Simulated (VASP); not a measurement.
Consider the following.

```xyz
6
Lattice="4.8090 0.0000 0.0000 0.0000 4.8090 0.0000 0.0000 0.0000 3.1994" Properties=species:S:1:pos:R:3 pbc="T T T"
Hf     0.0000     0.0000     0.0000
Hf     2.4045     2.4045     1.5997
O      0.9372     3.8718     1.5997
O      3.8718     0.9372     1.5997
O      3.3417     3.3417     0.0000
O      1.4673     1.4673     0.0000
```

Method: PBEsol GGA, VASP's PBE PAW potentials (set 64) (plane waves; VASP 6.6.1). Run with 520 eV cut-off, Gaussian smearing of 0.050 eV, potentials Hf_pv O.

Unless said otherwise, spin-orbit coupling is left out, though it shifts the bands of the heavy elements here.

Question: Give the energies of bands 12 to 25 at the high-symmetry points, in eV from the valence-band maximum.

Answer: 
| band | Γ | X | M | Z | R | A |
|---|---|---|---|---|---|---|
| 12 | -5.12 | -4.32 | -5.38 | -4.08 | -4.81 | -4.16 |
| 13 | -4.46 | -3.51 | -3.69 | -3.35 | -3.66 | -4.11 |
| 14 | -3.61 | -3.51 | -3.69 | -3.35 | -3.66 | -4.11 |
| 15 | -3.61 | -2.96 | -2.42 | -3.26 | -2.42 | -3.16 |
| 16 | -1.87 | -2.96 | -2.42 | -3.26 | -2.42 | -3.16 |
| 17 | -1.87 | -2.81 | -1.82 | -2.18 | -1.83 | -2.05 |
| 18 | -1.64 | -2.81 | -1.82 | -2.18 | -1.83 | -2.05 |
| 19 | -0.74 | -1.47 | -1.14 | -2.08 | -1.78 | -1.12 |
| 20 | -0.50 | -1.47 | -1.14 | -2.08 | -1.78 | -1.12 |
| 21 | -0.50 | -0.68 | -0.84 | -0.97 | -0.95 | -0.51 |
| 22 | 0.00 | -0.68 | -0.84 | -0.97 | -0.95 | -0.51 |
| 23 | 3.89 | 4.58 | 4.15 | 5.58 | 4.11 | 5.08 |
| 24 | 4.06 | 4.58 | 4.15 | 5.58 | 4.11 | 5.08 |
| 25 | 5.20 | 6.20 | 5.62 | 6.06 | 6.32 | 5.83 |

The gap is direct, 3.89 eV, from the valence maximum at Γ to the conduction minimum at Γ.

The structure comes from a computed database's HfO2 entry (P4_2/mnm); how it stands against other phases isn't given here. It was relaxed first.
